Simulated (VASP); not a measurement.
These are SCAN meta-GGA, VASP's PBE PAW potentials (set 64) (plane waves; VASP 6.6.1) values and carry that method's errors.

Input for VASP

### INCAR
```
# general
SYSTEM   =  Ca
PREC     =  Accurate
ENCUT    =  400   # plane-wave cut-off (eV)
LREAL    =  .False.
LASPH    =  .True.   # aspherical one-centre terms

# electronic loop
EDIFF    =  1E-6
NELM     =  100
ALGO     =  Normal   # blocked Davidson
LMIXTAU  =  .True.

# smearing
ISMEAR   =  1   # Methfessel-Paxton
SIGMA    =  0.1   # width (eV)

# functional
METAGGA  =  SCAN

# ions
IBRION   =  2   # conjugate gradients
NSW      =  60
ISIF     =  3   # ions, shape and volume
EDIFFG   =  -0.01   # ionic stop

# output
LWAVE    =  .False.
LCHARG   =  .False.
```

File KPOINTS:
```
Regular mesh
0
G
  10 10 10
```

**POSCAR**
```
Ca
1
    0.0000000000     2.7942000000     2.7942000000
    2.7942000000     0.0000000000     2.7942000000
    2.7942000000     2.7942000000     0.0000000000
Ca
1
Direct
  0.0000000000   0.0000000000   0.0000000000
```

POTCAR, in this order: Ca_sv (PBE.64 set). Program: vasp_std.

The run wrote:

### OSZICAR
```
       N       E                     dE             d eps       ncg     rms          rms(c)
DAV:   1     0.487454574786E+02    0.48745E+02   -0.46139E+03   846   0.842E+02
DAV:   2    -0.103528745236E+02   -0.59098E+02   -0.58817E+02   900   0.220E+02
DAV:   3    -0.116143041921E+02   -0.12614E+01   -0.12532E+01  1272   0.331E+01
DAV:   4    -0.116725710696E+02   -0.58267E-01   -0.58184E-01  1319   0.523E+00
DAV:   5    -0.116736076017E+02   -0.10365E-02   -0.10345E-02  1336   0.405E-01    0.704E-01
DAV:   6    -0.965210912605E+01    0.20215E+01   -0.36033E+00   880   0.162E+01    0.234E+00
DAV:   7    -0.102511107390E+02   -0.59900E+00   -0.24859E-01  1391   0.439E+00    0.293E+00
DAV:   8    -0.948509512455E+01    0.76602E+00   -0.23581E-01  1235   0.422E+00    0.187E+00
DAV:   9    -0.961840013198E+01   -0.13331E+00   -0.33098E-01  1013   0.627E+00    0.838E-01
DAV:  10    -0.965530439301E+01   -0.36904E-01   -0.36972E-02  1066   0.192E+00    0.877E-01
DAV:  11    -0.963278708498E+01    0.22517E-01   -0.40722E-03   902   0.565E-01    0.111E+00
DAV:  12    -0.962734288147E+01    0.54442E-02   -0.26755E-02   849   0.202E+00    0.351E-01
DAV:  13    -0.961718188279E+01    0.10161E-01   -0.28397E-02   849   0.173E+00    0.268E-01
DAV:  14    -0.961355105827E+01    0.36308E-02   -0.85775E-03  1002   0.800E-01    0.242E-01
DAV:  15    -0.961110762182E+01    0.24434E-02   -0.12005E-03   931   0.431E-01    0.206E-01
DAV:  16    -0.961298381220E+01   -0.18762E-02   -0.23868E-02   846   0.176E+00    0.176E-01
DAV:  17    -0.961311915585E+01   -0.13534E-03   -0.10259E-02   850   0.927E-01    0.188E-01
DAV:  18    -0.961325886499E+01   -0.13971E-03   -0.55694E-04   983   0.276E-01    0.107E-01
DAV:  19    -0.961621084075E+01   -0.29520E-02   -0.16150E-03   868   0.387E-01    0.638E-02
DAV:  20    -0.961917232425E+01   -0.29615E-02   -0.68360E-03   846   0.993E-01    0.337E-02
DAV:  21    -0.961944785949E+01   -0.27554E-03   -0.17735E-04  1420   0.135E-01    0.296E-02
DAV:  22    -0.961964073137E+01   -0.19287E-03   -0.67302E-05   887   0.929E-02    0.282E-02
DAV:  23    -0.962009708008E+01   -0.45635E-03   -0.39867E-04   854   0.224E-01    0.262E-02
DAV:  24    -0.962017114952E+01   -0.74069E-04   -0.34238E-04   852   0.214E-01    0.223E-02
DAV:  25    -0.962019418058E+01   -0.23031E-04   -0.15341E-04   868   0.135E-01    0.223E-02
DAV:  26    -0.962018127934E+01    0.12901E-04   -0.82851E-06  1344   0.281E-02    0.211E-02
DAV:  27    -0.962016882539E+01    0.12454E-04   -0.57057E-05   852   0.963E-02    0.191E-02
DAV:  28    -0.962008246028E+01    0.86365E-04   -0.16039E-04   854   0.170E-01    0.952E-03
DAV:  29    -0.962005864527E+01    0.23815E-04   -0.61180E-05   854   0.803E-02    0.571E-03
DAV:  30    -0.962007487489E+01   -0.16230E-04   -0.10875E-05   872   0.366E-02    0.490E-03
DAV:  31    -0.962005929844E+01    0.15576E-04   -0.23237E-05   852   0.420E-02    0.459E-03
DAV:  32    -0.962004378235E+01    0.15516E-04   -0.18054E-05   852   0.493E-02    0.354E-03
DAV:  33    -0.962005945437E+01   -0.15672E-04   -0.14322E-06   982   0.146E-02    0.207E-03
DAV:  34    -0.962007271124E+01   -0.13257E-04   -0.55291E-06   855   0.280E-02    0.171E-03
DAV:  35    -0.962006920113E+01    0.35101E-05   -0.11917E-06   880   0.137E-02    0.133E-03
DAV:  36    -0.962006273832E+01    0.64628E-05   -0.69408E-07   695   0.101E-02    0.334E-04
DAV:  37    -0.962006100651E+01    0.17318E-05   -0.15010E-07   435   0.403E-03    0.184E-04
DAV:  38    -0.962006494049E+01   -0.39340E-05   -0.99416E-08   435   0.351E-03    0.358E-04
DAV:  39    -0.962006285373E+01    0.20868E-05   -0.48796E-08   435   0.270E-03    0.203E-04
DAV:  40    -0.962006293927E+01   -0.85539E-07   -0.63543E-09   435   0.896E-04
   1 F= -.96200629E+01 E0= -.96200669E+01  d E =-.962006E+01
       N       E                     dE             d eps       ncg     rms          rms(c)
DAV:   1    -0.963758005059E+01   -0.17517E-01   -0.51915E-01   848   0.905E+00    0.723E-01
DAV:   2    -0.962482570634E+01    0.12754E-01   -0.50092E-02   911   0.280E+00    0.414E-01
DAV:   3    -0.962148891186E+01    0.33368E-02   -0.32620E-02  1180   0.164E+00    0.151E-01
DAV:   4    -0.962109830525E+01    0.39061E-03   -0.99134E-03   846   0.989E-01    0.735E-02
DAV:   5    -0.962101501247E+01    0.83293E-04   -0.43985E-04  1080   0.142E-01    0.539E-02
DAV:   6    -0.962112985907E+01   -0.11485E-03   -0.29727E-03   848   0.503E-01    0.423E-02
DAV:   7    -0.962131528698E+01   -0.18543E-03   -0.41594E-04   848   0.230E-01    0.139E-02
DAV:   8    -0.962125624427E+01    0.59043E-04   -0.50947E-04   848   0.269E-01    0.122E-02
DAV:   9    -0.962125084174E+01    0.54025E-05   -0.60773E-05   852   0.912E-02    0.114E-02
DAV:  10    -0.962128146756E+01   -0.30626E-04   -0.16887E-05   854   0.464E-02    0.561E-03
DAV:  11    -0.962130851042E+01   -0.27043E-04   -0.17858E-06   974   0.151E-02    0.209E-03
DAV:  12    -0.962133081906E+01   -0.22309E-04   -0.68560E-06   854   0.287E-02    0.174E-03
DAV:  13    -0.962132774568E+01    0.30734E-05   -0.15571E-06   852   0.159E-02    0.190E-03
DAV:  14    -0.962132504005E+01    0.27056E-05   -0.44132E-07   651   0.868E-03    0.170E-03
DAV:  15    -0.962132186475E+01    0.31753E-05   -0.44198E-07   530   0.860E-03    0.147E-03
DAV:  16    -0.962132023585E+01    0.16289E-05   -0.15332E-07   435   0.485E-03    0.130E-03
DAV:  17    -0.962131900059E+01    0.12353E-05   -0.24712E-08   434   0.211E-03    0.117E-03
DAV:  18    -0.962131521592E+01    0.37847E-05   -0.40775E-08   435   0.240E-03    0.662E-04
DAV:  19    -0.962131360307E+01    0.16128E-05   -0.13423E-08   435   0.139E-03    0.450E-04
DAV:  20    -0.962131238509E+01    0.12180E-05   -0.20272E-08   435   0.180E-03    0.264E-04
DAV:  21    -0.962131052462E+01    0.18605E-05   -0.11675E-08   435   0.129E-03    0.141E-05
DAV:  22    -0.962131078201E+01   -0.25739E-06   -0.21428E-09   435   0.470E-04
   2 F= -.96213108E+01 E0= -.96213176E+01  d E =-.124784E-02
       N       E                     dE             d eps       ncg     rms          rms(c)
DAV:   1    -0.962140735130E+01   -0.96827E-04   -0.26138E-03   848   0.647E-01    0.505E-02
DAV:   2    -0.962137954589E+01    0.27805E-04   -0.25566E-04   921   0.197E-01    0.297E-02
DAV:   3    -0.962132870161E+01    0.50844E-04   -0.18287E-04  1028   0.127E-01    0.998E-03
DAV:   4    -0.962132519394E+01    0.35077E-05   -0.81820E-05   848   0.952E-02    0.505E-03
DAV:   5    -0.962132786146E+01   -0.26675E-05   -0.55852E-06   850   0.222E-02    0.373E-03
DAV:   6    -0.962134217893E+01   -0.14317E-04   -0.10842E-05   849   0.346E-02    0.102E-03
DAV:   7    -0.962134513353E+01   -0.29546E-05   -0.30389E-06   850   0.205E-02    0.584E-04
DAV:   8    -0.962134754350E+01   -0.24100E-05   -0.21777E-06   851   0.170E-02    0.241E-04
DAV:   9    -0.962134695870E+01    0.58479E-06   -0.89324E-07   847   0.121E-02
   3 F= -.96213470E+01 E0= -.96213535E+01  d E =-.128402E-02
       N       E                     dE             d eps       ncg     rms          rms(c)
DAV:   1    -0.962168624246E+01   -0.33870E-03   -0.10464E-02   849   0.129E+00    0.101E-01
DAV:   2    -0.962149853615E+01    0.18771E-03   -0.10203E-03   919   0.395E-01    0.593E-02
DAV:   3    -0.962137053117E+01    0.12800E-03   -0.71428E-04  1053   0.250E-01    0.201E-02
DAV:   4    -0.962136063361E+01    0.98976E-05   -0.29869E-04   848   0.182E-01    0.101E-02
DAV:   5    -0.962136124352E+01   -0.60991E-06   -0.19780E-05   848   0.411E-02    0.748E-03
DAV:   6    -0.962139020591E+01   -0.28962E-04   -0.44504E-05   848   0.694E-02    0.234E-03
DAV:   7    -0.962139707303E+01   -0.68671E-05   -0.96108E-06   848   0.355E-02    0.117E-03
DAV:   8    -0.962140231783E+01   -0.52448E-05   -0.81271E-06   848   0.320E-02    0.427E-04
DAV:   9    -0.962140060440E+01    0.17134E-05   -0.35217E-06   848   0.240E-02    0.179E-04
DAV:  10    -0.962140102094E+01   -0.41654E-06   -0.56503E-07   553   0.810E-03
   4 F= -.96214010E+01 E0= -.96214073E+01  d E =-.133808E-02
```

### OUTCAR
```
------------------------ aborting loop because EDIFF is reached ----------------------------------------
  FORCE on cell =-STRESS in cart. coord.  units (eV):
  Direction    XX          YY          ZZ          XY          YZ          ZX
  --------------------------------------------------------------------------------------
  Total        0.0029845      0.0029845      0.0029845      0.0000000      0.0000000      0.0000000
  in kB        0.1116336      0.1116336      0.1116336      0.0000000      0.0000000      0.0000000
  external PRESSURE =       0.1116336 kB  Pullay stress =       0.0000000 kB
  volume of cell :       42.83
      direct lattice vectors                 reciprocal lattice vectors
     0.000000000  2.777067701  2.777067701    -0.180046025  0.180046025  0.180046025
     2.777067701  0.000000000  2.777067701     0.180046025 -0.180046025  0.180046025
     2.777067701  2.777067701 -0.000000000     0.180046025  0.180046025 -0.180046025
 POSITION                                       TOTAL-FORCE (eV/Angst)
 -----------------------------------------------------------------------------------
      0.00000      0.00000      0.00000         0.000000      0.000000      0.000000
 -----------------------------------------------------------------------------------
    total drift:                               -0.000000     -0.000000     -0.000000
  FREE ENERGIE OF THE ION-ELECTRON SYSTEM (eV)
  ---------------------------------------------------
  free  energy   TOTEN  =        -9.6214010209 eV

  energy  without entropy=       -9.6214198377  energy(sigma->0) =       -9.62140729

 reached required accuracy - stopping structural energy minimisation
```
(Selected blocks of OUTCAR.)

File CONTCAR:
```
Ca
   1.00000000000000
     0.0000000000000000    2.7770677006762763    2.7770677006762763
     2.7770677006762763    0.0000000000000000    2.7770677006762763
     2.7770677006762763    2.7770677006762763   -0.0000000000000000
  Ca
     1
Direct
     0.0000000000000000    0.0000000000000000    0.0000000000000000
```

The structure comes from a measured Ca entry (Fm-3m) of the Crystallography Open Database, whose conditions weren't checked. This run relaxes it. Symmetry was kept, so distortions that lower it aren't found.
